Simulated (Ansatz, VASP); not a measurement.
**One calculation of LaScF2, two programs**

```
CELL_PARAMETERS angstrom
3.69138 0.00000 0.00000
-1.84569 3.19683 0.00000
0.00000 0.00000 8.69380
ATOMIC_POSITIONS crystal
La 0.00000 0.00000 0.50000
Sc 0.00000 0.00000 0.00000
F 0.00000 0.00000 0.23115
F 0.00000 0.00000 0.76885
```

Alike in both runs: functional PBE; k mesh 12 × 12 × 6; occupations gaussian, width 0.1 eV; no spin polarisation.

Ansatz relaxed the structure, and its values are those at the end. VASP's run is a single point on that final structure, the one shown.

|  | VASP | Ansatz |
| --- | --- | --- |
| version | VASP 6.6.1 | Ansatz 0.2.0 |
| potentials or method | VASP PAW PBE potentials, release 64 (La, Sc_sv, F) | scalar-relativistic, plane waves, PAW |
| plane-wave cutoff (eV) | 520 | 420 |
| valence electrons in the cell | 36 | 36 |

Ansatz gave:

* gap on the k mesh at the Fermi level (eV): none
* pressure (GPa): 0.0
* rms of the force components (eV/Å): 0.003

Q: Estimate VASP's values.

A: gap on the k mesh at the Fermi level (eV): none; pressure (GPa): 0.0; rms of the force components (eV/Å): 0.047.

A gap of «none» marks a metal or a gap that the smearing closes.

The runs have no spin-orbit coupling, so splittings on La are missing.
